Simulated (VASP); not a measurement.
Computed with PBEsol GGA, VASP's PBE PAW potentials (set 64) (plane waves; VASP).

The input files of a VASP run:

File KPOINTS:
```
Regular mesh
0
G
10 10 10
0 0 0
```

INCAR:
```
ALGO  =  Normal
EDIFF  =  1E-6
EDIFFG  =  -0.01
ENCUT  =  520
GGA  =  PS
IBRION  =  2
ISIF  =  3
ISMEAR  =  1
LASPH  =  .TRUE.
LCHARG  =  .FALSE.
LMAXMIX  =  4
LREAL  =  .FALSE.
LWAVE  =  .FALSE.
NELM  =  100
NSW  =  60
PREC  =  Accurate
SIGMA  =  0.1
SYSTEM  =  BBi
```

### POSCAR
```
BBi
1
    3.3278868738    -0.0000000000    -0.0000000000
   -0.0000000000     3.3278868738     0.0000000000
   -0.0000000000    -0.0000000000     3.3278868738
B Bi
1 1
Direct
  0.0000000000   0.0000000000   1.0000000000
  0.5000000000   0.5000000000   0.5000000000
```

POTCAR, in this order: B Bi_d (PBE.64 set). Program: vasp_std.

The resulting files:

File OUTCAR:
```
 ion  position               nearest neighbor table
   1  0.000  0.000  0.000-   2 2.88   2 2.88   2 2.88   2 2.88   2 2.88   2 2.88   2 2.88   2 2.88
  LATTYP: Found a simple cubic cell.
 ALAT       =     3.3278868738
 Subroutine PRICEL returns:
 Original cell was already a primitive cell.
 Subroutine GETGRP returns: Found 48 space group operations
The static configuration has the point symmetry O_h .
The dynamic configuration has the point symmetry O_h .
 Subroutine INISYM returns: Found 48 space group operations
 Subroutine IBZKPT returns following result:
 Found     56 irreducible k-points:

 Following reciprocal coordinates:
            Coordinates               Weight
  0.000000  0.000000  0.000000      1.000000
  0.100000  0.000000  0.000000      6.000000
  0.200000  0.000000  0.000000      6.000000
  0.300000  0.000000  0.000000      6.000000
  0.400000  0.000000  0.000000      6.000000
  0.500000  0.000000  0.000000      3.000000
  0.100000  0.100000  0.000000     12.000000
  0.200000  0.100000  0.000000     24.000000
  0.300000  0.100000  0.000000     24.000000
  0.400000  0.100000  0.000000     24.000000
  0.500000  0.100000  0.000000     12.000000
  0.200000  0.200000  0.000000     12.000000
  0.300000  0.200000  0.000000     24.000000
  0.400000  0.200000  0.000000     24.000000
  0.500000  0.200000  0.000000     12.000000
  0.300000  0.300000  0.000000     12.000000
  0.400000  0.300000  0.000000     24.000000
  0.500000  0.300000  0.000000     12.000000
  0.400000  0.400000  0.000000     12.000000
  0.500000  0.400000  0.000000     12.000000
  0.500000  0.500000  0.000000      3.000000
  0.100000  0.100000  0.100000      8.000000
  0.200000  0.100000  0.100000     24.000000
  0.300000  0.100000  0.100000     24.000000
  0.400000  0.100000  0.100000     24.000000
  0.500000  0.100000  0.100000     12.000000
  0.200000  0.200000  0.100000     24.000000
  0.300000  0.200000  0.100000     48.000000
  0.400000  0.200000  0.100000     48.000000
  0.500000  0.200000  0.100000     24.000000
  0.300000  0.300000  0.100000     24.000000
  0.400000  0.300000  0.100000     48.000000
  0.500000  0.300000  0.100000     24.000000
  0.400000  0.400000  0.100000     24.000000
  0.500000  0.400000  0.100000     24.000000
  0.500000  0.500000  0.100000      6.000000
  0.200000  0.200000  0.200000      8.000000
  0.300000  0.200000  0.200000     24.000000
  0.400000  0.200000  0.200000     24.000000
  0.500000  0.200000  0.200000     12.000000
   k-points           NKPTS =     56   k-points in BZ     NKDIM =     56   number of bands    NBANDS=     13
   number of dos      NEDOS =    301   number of ions     NIONS =      2
   total plane-waves  NPLWV =  21952
   dimension x,y,z NGX =    28 NGY =   28 NGZ =   28
   dimension x,y,z NGXF=    56 NGYF=   56 NGZF=   56
   ions per type =               1   1
   PREC   = accura    normal or accurate (medium, high low for compatibility)
   ISTART =      0    job   : 0-new  1-cont  2-samecut
   ICHARG =      2    charge: 1-file 2-atom 10-const
   ISPIN  =      1    spin polarized calculation?
   LNONCOLLINEAR =      F non collinear calculations
   LSORBIT =      F    spin-orbit coupling
   INIWAV =      1    electr: 0-lowe 1-rand  2-diag
   ENCUT  =  520.0 eV  38.22 Ry    6.18 a.u.   6.19  6.19  6.19*2*pi/ulx,y,z
   NELM   =    100;   NELMIN=  2; NELMDL= -5     # of ELM steps
   EDIFF  = 0.1E-05   stopping-criterion for ELM
   LREAL  =      F    real-space projection
   NLSPLINE    = F    spline interpolate recip. space projectors
   LMAXMIX     =    4 max onsite mixed and CHGCAR
   VOSKOWN=      0    Vosko Wilk Nusair interpolation
...
```

### OSZICAR
```
       N       E                     dE             d eps       ncg     rms          rms(c)
DAV:   1     0.125163185256E+03    0.12516E+03   -0.10220E+04  1456   0.168E+03
DAV:   2    -0.601155117501E+00   -0.12576E+03   -0.12279E+03  1531   0.372E+02
DAV:   3    -0.824861831910E+01   -0.76475E+01   -0.74524E+01  1821   0.927E+01
DAV:   4    -0.843044310424E+01   -0.18182E+00   -0.18168E+00  1730   0.152E+01
DAV:   5    -0.843615074887E+01   -0.57076E-02   -0.57075E-02  1818   0.243E+00    0.173E+00
DAV:   6    -0.825366779488E+01    0.18248E+00   -0.45625E-01  1951   0.612E+00    0.616E-01
DAV:   7    -0.824911842519E+01    0.45494E-02   -0.50939E-02  1624   0.152E+00    0.321E-01
DAV:   8    -0.824726209845E+01    0.18563E-02   -0.28971E-03  1539   0.670E-01    0.438E-02
DAV:   9    -0.824717178734E+01    0.90311E-04   -0.28691E-04  1787   0.167E-01    0.158E-02
DAV:  10    -0.824717573127E+01   -0.39439E-05   -0.47812E-05  1617   0.560E-02    0.529E-03
DAV:  11    -0.824717492893E+01    0.80234E-06   -0.34941E-06  1423   0.236E-02
   1 F= -.82471749E+01 E0= -.82468160E+01  d E =-.824717E+01
       N       E                     dE             d eps       ncg     rms          rms(c)
DAV:   1    -0.837878590842E+01   -0.13161E+00   -0.35206E+00  1711   0.340E+01    0.188E+00
DAV:   2    -0.826920828199E+01    0.10958E+00   -0.21704E-01  1771   0.915E+00    0.761E-01
DAV:   3    -0.825051338125E+01    0.18695E-01   -0.78496E-02  2100   0.501E+00    0.731E-02
DAV:   4    -0.825066316239E+01   -0.14978E-03   -0.12660E-03  1469   0.363E-01    0.474E-02
DAV:   5    -0.825084159758E+01   -0.17844E-03   -0.62731E-04  1638   0.337E-01    0.225E-02
DAV:   6    -0.825083032186E+01    0.11276E-04   -0.37846E-05  1686   0.113E-01    0.701E-03
DAV:   7    -0.825082739769E+01    0.29242E-05   -0.11539E-05  1491   0.236E-02    0.109E-03
DAV:   8    -0.825082752356E+01   -0.12586E-06   -0.25957E-07   748   0.582E-03
   2 F= -.82508275E+01 E0= -.82504770E+01  d E =-.365259E-02
       N       E                     dE             d eps       ncg     rms          rms(c)
DAV:   1    -0.825633885653E+01   -0.55115E-02   -0.14880E-01  1716   0.727E+00    0.379E-01
DAV:   2    -0.825189299181E+01    0.44459E-02   -0.86895E-03  1771   0.182E+00    0.155E-01
DAV:   3    -0.825110759740E+01    0.78539E-03   -0.34248E-03  2119   0.104E+00    0.153E-02
DAV:   4    -0.825110941084E+01   -0.18134E-05   -0.52000E-05  1469   0.743E-02    0.974E-03
DAV:   5    -0.825111144209E+01   -0.20312E-05   -0.22878E-05  1639   0.617E-02    0.442E-03
DAV:   6    -0.825111080611E+01    0.63598E-06   -0.11999E-06   828   0.210E-02
   3 F= -.82511108E+01 E0= -.82507371E+01  d E =-.393588E-02
```

File OUTCAR:
```
------------------------ aborting loop because EDIFF is reached ----------------------------------------
  FORCE on cell =-STRESS in cart. coord.  units (eV):
  Direction    XX          YY          ZZ          XY          YZ          ZX
  --------------------------------------------------------------------------------------
  Total       -0.0027826     -0.0027826     -0.0027826     -0.0000000     -0.0000000     -0.0000000
  in kB       -0.1235426     -0.1235426     -0.1235426     -0.0000000     -0.0000000     -0.0000000
  external PRESSURE =      -0.1235426 kB  Pullay stress =       0.0000000 kB
  volume of cell :       36.09
      direct lattice vectors                 reciprocal lattice vectors
     3.304569501 -0.000000000  0.000000000     0.302611278 -0.000000000 -0.000000000
     0.000000000  3.304569501  0.000000000     0.000000000  0.302611278 -0.000000000
     0.000000000  0.000000000  3.304569501    -0.000000000 -0.000000000  0.302611278
 POSITION                                       TOTAL-FORCE (eV/Angst)
 -----------------------------------------------------------------------------------
      0.00000      0.00000      0.00000        -0.000000     -0.000000      0.000000
      1.65228      1.65228      1.65228         0.000000      0.000000      0.000000
 -----------------------------------------------------------------------------------
    total drift:                                0.000000      0.000000      0.000000
  FREE ENERGIE OF THE ION-ELECTRON SYSTEM (eV)
  ---------------------------------------------------
  free  energy   TOTEN  =        -8.2511108061 eV

  energy  without entropy=       -8.2499898347  energy(sigma->0) =       -8.25073715

 reached required accuracy - stopping structural energy minimisation
```
(Selected blocks of OUTCAR.)

**CONTCAR**
```
BBi
   1.00000000000000
     3.3045695009058846   -0.0000000000000000    0.0000000000000000
     0.0000000000000000    3.3045695009058846    0.0000000000000000
     0.0000000000000000    0.0000000000000000    3.3045695009058846
  B               Bi
     1     1
Direct
     0.0000000000000000    0.0000000000000000    0.0000000000000000
     0.5000000000000000    0.5000000000000000    0.5000000000000000
```

Energy and stress use the plane-wave basis of the starting cell.

The structure was generated: BBi was put into the CsCl type type (Pm-3m), which need not be its known phase. This run relaxes it. Symmetry was kept, so distortions that lower it aren't found. The start is the result of an earlier pass. VASP warned that the highest band is occupied, so more bands are needed.
